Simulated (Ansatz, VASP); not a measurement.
# Ti (Titanium) in two plane-wave programs

Aim: how closely do two programs agree when they are given the same cell, functional and k mesh? The cell is taken from a series of runs on this material, whose earlier steps may have relaxed, scaled, displaced or heated it; both programs get it as it stands.

Calculated with Ansatz 0.2.0; plane waves, with VASP 6.6.1 beside it; zone-centre phonons at LDA.

### 1. The structure

Symmetry: P6_3/mmc, No. 194, hexagonal system. The conventional cell has a = 2.922 Å, b = 2.922 Å, c = 4.616 Å, α = 90.00°, β = 90.00°, γ = 120.00°. Ti has 12 Ti at 2.86 to 2.92 Å nearest.

### 2. Ansatz: zone-centre phonons, LDA

Ansatz runs on its PAW soft_1 files.

Second derivatives magnify differences that forces hide, and they need a tight electronic threshold.

The input, input.yaml:

```yaml
crystal:
  lattice:
    - [2.9219264755, 0.0, 0.0]
    - [-1.4609632377, 2.5304625558, 0.0]
    - [0.0, 0.0, 4.6160148338]
  atoms:
    - { symbol: Ti, position: [0.3333333333, 0.6666666667, 0.25] }
    - { symbol: Ti, position: [0.6666666667, 0.3333333333, 0.75] }
kpoints:
  mp_grid: { grid: [18, 18, 12] }
hamiltonian:
  xc: lda
  pseudopotentials: { kind: paw, azcp: { folder: soft_1 }, xc_functional: pbe }
scf:
  occupations: { method: methfessel_paxton, width: 0.2 }
output:
  eigenvalues: true
phonons:
  method: dfpt
```

Command:

```bash
ansatz run input.yaml --threads 4 --pin off --max-ram 10240MiB --backend cpu --events-out ev --progress --plain --runs-dir out
```

Numbers of over 12 decimals in the logs are rounded to 6 here.

Log:

```text
zone centre: on kpoints.mp_grid the ground state, and the responses unless they are solved on pairs of k-points, stand on 637 of the mesh's 3888 k-points, reduced under 4 symmetry operations, with k and −k counted as one. Each operation leaves every solved displacement unchanged or reverses it
Engine: ansatz 0.2.0, x86_64-unknown-linux-gnu
Pseudopotentials: kind: paw
Pseudopotential: Ti, paw, valence charge 12, recommended cutoff 420 eV (normal), soft_1/Ti.paw.azcp
Functional definition: SPW92
  exchange = slater_x
  correlation = pw_c
Crystal: 2 atoms, lattice volume = 34.130 Å³
Basis set: ecut = 420 eV, 687 PW (Γ), exchange–correlation on 40×40×64 points (8 copies of the dense FFT grid, shifted against one another)
Bands: 16, of which v1, the nominal top of the filled ones, is band 12 counted from 1 (11 counted from 0)
Symmetry: 24 space group operations
k-points: 637 of 3888 (irreducible under 4 space group operations, time reversal used)
Non-local potential: Ti, projectors of the file, l = 0: 3, l = 1: 2, l = 2: 3, l = 3: 1
PAW form: soft (Blöchl's): semilocal exchange-correlation on the pseudo side does not see the compensation charge
PAW frozen core: Ti, regenerated for the run's functional, and the local potential with it (the file was generated under x = pbe(κ = 0.804, μ = 0.219515), c = pbe(β = 0.066725))
PAW one-centre angular grid: Ti, 590 points (default); XC on 64 Gauss nodes
Initial density: superposition of atomic densities (chi_scale 0.1, normalization cell)
Initial wavefunctions: pseudopotential atomic-orbital guess
Functional: x = slater, c = lda
SCF iter   1: F=—  HF=-4901.006704 eV  |F-HF|=—  |Δ(HF+E_count)|=         —  Δρ=6.11e-2  dr2=1.29e0  ethr=3.10e-3  ⟨swp⟩=4.4  Hψ=89479  notcnv=0
automatic band count: the SCF goes on with 20 bands, as 16 were too few: they end inside the smearing window of the response
preconditioner: auto → none  [metal: Δε(μ)=0.013 eV  Ē_g=4.571 eV  σ=0.200 eV  W_gap=0.05  n_scr=8 (ndim 8)  ℏωp=18.0 eV  f_vac=0.000  D(μ)=1.65/eV (n_scr^D=22)  sad-step TF]
SCF iter   2: F=—  HF=-4900.716733 eV  |F-HF|=—  |Δ(HF+E_count)|=   2.90e-1  S|Δr|=    0.00e0  Δρ=3.46e-2  dr2=4.39e-1  ethr=3.10e-3  ⟨swp⟩=2.0  Hψ=21441  notcnv=0  defer=861
SCF iter   3: F=—  HF=-4900.573423 eV  |F-HF|=—  |Δ(HF+E_count)|=   1.43e-1  S|Δr|=    0.00e0  Δρ=1.22e-3  dr2=3.00e-4  ethr=1.83e-3  ⟨swp⟩=2.5  Hψ=20710  notcnv=0  defer=861
SCF iter   4: F=—  HF=-4900.573443 eV  |F-HF|=—  |Δ(HF+E_count)|=   2.05e-5  S|Δr|=    0.00e0  Δρ=1.26e-4  dr2=2.50e-6  ethr=1.25e-6  ⟨swp⟩=2.3  Hψ=21922  notcnv=0  defer=818
SCF iter   5: F=—  HF=-4900.573449 eV  |F-HF|=—  |Δ(HF+E_count)|=   5.20e-6  S|Δr|=    0.00e0  Δρ=6.48e-5  dr2=1.02e-6  ethr=1.04e-8  ⟨swp⟩=2.0  Hψ=20313  notcnv=0  defer=818
SCF iter   6: F=—  HF=-4900.573448 eV  |F-HF|=—  |Δ(HF+E_count)|=   3.23e-7  S|Δr|=    0.00e0  Δρ=1.03e-5  dr2=1.80e-8  ethr=4.23e-9  ⟨swp⟩=3.0  Hψ=19844  notcnv=0  defer=818
SCF iter   7: F=—  HF=-4900.573448 eV  |F-HF|=—  |Δ(HF+E_count)|=   7.71e-9  S|Δr|=    0.00e0  Δρ=1.07e-6  dr2=2.60e-10  ethr=7.52e-11  ⟨swp⟩=3.0  Hψ=20327  notcnv=0  defer=818
SCF iter   8: F=-4900.573448 eV  HF=-4900.573448 eV  |F-HF|=9.09e-13  |Δ(HF+E_count)|=  1.38e-10  S|Δr|=    0.00e0  Δρ=2.98e-8  dr2=1.21e-13  ethr=1.00e-12  ⟨swp⟩=8.8  Hψ=50921  notcnv=0
SCF 1 converged in 8 iterations: F = -4900.573448 eV  dr2 = 1.21e-13
  greatest PAW one-centre occupation: 0.998 electrons in one spin orbital (limit 2), on the Ti atom at site 1 (counted from 0), in its partial waves of l = 0
DFPT response loops at Γ: preconditioner auto → Kerker (q_TF=auto, 2.573 Å⁻¹) (partly filled bands, converged f_vac=0.000); β = 1.00, the filter's whole step (`scf.mixing.beta` (0.50) is not read by the response loops under this deck's `scf.mixing.preconditioner`; to damp them name `kerker` or `kerker_dos`, under which they read `scf.mixing.beta`, and type it under 1.00, their step now; both keys bind the ground state too); Broyden in place of MSR1
SCF converged after 8 iterations
Stability not checked: this state was not tested for a lower state beside it, because cold or Methfessel-Paxton smearing, or corrected tetrahedra, fill the levels in a way that the test cannot read (fill_not_monotonic; see scf.lower_state_search)
Free energy (F): -4900.573448 eV
Harris-Foulkes:  -4900.573448 eV  (|F-HF|=9.09e-13)
Internal energy: -4900.577979 eV  (E = F + TS)
E sigma→0 (E₀):  -4900.574581 eV
Entropy (-TS):   0.004531 eV (2.266 meV/atom)
Fermi energy:    13.261056 eV
--- Per-component energies (eV) ---
  E_band       = -312.024343
  E_kinetic    = 562.384198
  E_local      = -1734.971324  (includes V_loc(G=0)·N_el)
  E_nonlocal   = 129.593760
  E_hartree    = 685.334413
  E_xc         = -230.086173
  E_vxc        = -289.853460  (∫ρ·V_xc dr)
  E_paw        = -1987.730629  (= ΣΔE_a)
  E_vpaw       = -349.846164  (= ΣTr[D̂ρ^β])
  E_aug_tail   = -0.000169  (compensation charges beyond the density's cutoff)
  E_ewald      = -2325.753957
  E_core_change = 0.651901  (= ΣΔE_core)
  E_smearing   = 0.004531  (= −TS)
  E_closure    = 0.000000  (closes the sum)
  Σ components = -4900.573448   (vs F -4900.573448, Δ=0.00e0)
--- Band table (eV; the first three rows and the last of 637) ---
  k-point 0: bands = [... 8 lower, 7.1015, 10.5344, 14.0045, 14.0045, 14.1497, 14.1849, 14.5217, 14.5217, ... 4 higher]
  k-point 1: bands = [... 8 lower, 7.1615, 10.5110, 13.9707, 13.9707, 14.0699, 14.1161, 14.4871, 14.4871, ... 4 higher]
  k-point 2: bands = [... 8 lower, 7.3392, 10.4257, 13.7918, 13.9017, 13.9017, 14.0194, 14.3933, 14.3933, ... 4 higher]
  k-point 636: bands = [... 8 lower, 11.2347, 11.2347, 12.6843, 12.6843, 13.1606, 13.1606, 14.8087, 14.8087, ... 4 higher]
--- Phonons (Γ-DFPT): 2 representative perturbations + reference, on 637 of 3888 k-points (Σ response iterations 6) ---
  k mesh reduced under 4 symmetry operations, with k and −k counted as one. Each operation leaves every solved displacement unchanged or reverses it
  ASR residual: 9.110e-6 → 0.000e0 eV/Å²; symmetrization residual: 3.932e-10 eV/Å²
  ASR residual per site (eV/Å²): 9.11e-6 9.11e-6
  Γ frequencies (cm⁻¹): 0.00 0.00 0.00 120.04 120.04 164.93
  non-analytic LO–TO correction: not included (Born effective charges unavailable; polar crystals: no LO–TO splitting at Γ)
```

(Continued in part 2 of 2.)

[Lines on the potential files, build, host, timing and source positions are cut from VASP's logs without a mark.]

[Logs are printed without paths, hosts, clocks, repeated set-up lines and the standing remarks that a program may print on its own settings, such as how far it seeks lower states.]

[Hosts, paths, dates, database ids (printed as entryN), source tags and the programs' standing remarks are cut or masked in the printed files.]
